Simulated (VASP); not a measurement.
Energy against volume of CsCl (CsCl type). These are PBE GGA with D3 dispersion (zero damping), VASP's PBE PAW potentials (set 64) (plane waves; VASP) values and carry that method's errors. Numerical set-up: 520 eV cut-off, 6×6×6 Γ-centred mesh, Gaussian smearing of 0.050 eV, potentials Cs_sv Cl.

```csv
V (Å³/atom),E (eV/atom)
36.049,-3.50620
37.164,-3.50802
38.279,-3.50655
39.394,-3.50227
```

### Question
Fit these four points and predict the energy of the run at 34.934 Å³/atom.

### Answer
A cubic in V^(−2/3), the third-order Birch-Murnaghan form, passes through the four points with V0 = 37.19 Å³/atom and B0 = 16 GPa, and gives -3.5005 eV/atom there. The run gave -3.5006 eV/atom, -0.0 meV/atom from the fit; all five points give B0 = 16 GPa.

The compound is CsCl in the CsCl type structure. It was relaxed first, which changed the volume by +6 %.
